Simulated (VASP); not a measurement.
Consider the following.

```
Sb
1.0
    4.02181    -2.19294    -0.00172
    4.02181     2.19294    -0.00172
    2.82763     0.00000     3.60395
Sb
2
Direct
  0.23295   0.23295   0.23295
  0.76705   0.76705   0.76705
```

These are PBE GGA, VASP's PBE PAW potentials (set 64) (plane waves; VASP 6.6.1) values and carry that method's errors. Settings: 520 eV cut-off, 7×7×7 Γ-centred mesh, Gaussian smearing of 0.050 eV, potentials Sb.

Task: Estimate the energy per atom (σ→0).

Result: 
```json
{
  "energy per atom (σ→0)": "-4.148 eV/atom"
}
```

The compound is Sb in the a7 structure. It was relaxed first, which changed the volume by +5 %.
